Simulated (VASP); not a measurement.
A run of VASP 6.6.1:

Contents of INCAR:

```
ALGO = Normal
EDIFF = 1E-7
ENCUT = 520
GGA = PS
ISIF = 2
ISMEAR = -1
KPAR = 2
LASPH = True
LCHARG = True
LREAL = False
LVHAR = True
LWAVE = False
NBANDS = 28
NELM = 100
PREC = Accurate
SIGMA = 0.05
```

The input KPOINTS:

```
k-points
0
Gamma
  5 5 5
```

POSCAR

```
La3AlN
1.0
    5.0975180767      0.0000000000      0.0000000000
    0.0000000000      5.0975180767      0.0000000000
    0.0000000000      0.0000000000      5.0975180767
La Al N
3 1 1
Direct
    0.4988100000      0.0009420000      0.4974780000
    0.0000110000      0.4987500000      0.5074790000
    0.5042280000      0.4880830000     -0.0014600000
   -0.0055330000      0.0030050000      0.0062440000
    0.5032410000      0.5128120000      0.4962930000
```

Potentials or basis: VASP PAW PBE potentials, release 64 (La, Al, N).

The run is started by

```console
$ cat potpaw_PBE.64/La/POTCAR potpaw_PBE.64/Al/POTCAR potpaw_PBE.64/N/POTCAR > POTCAR
$ mpirun -np 2 vasp_std > vasp.out
```

Hardware: 2 MPI ranks on Intel(R) Xeon(R) Platinum 8375C CPU @ 2.90GHz (Ice Lake), on a shared host.

Question: Estimate the wall time of this run.

Answer: Wall time 4.3 min on 2 MPI ranks on Intel(R) Xeon(R) Platinum 8375C CPU @ 2.90GHz (Ice Lake) (shared host), peak memory 0.4 GiB a rank. Counts: scf iterations 16, k points 63.
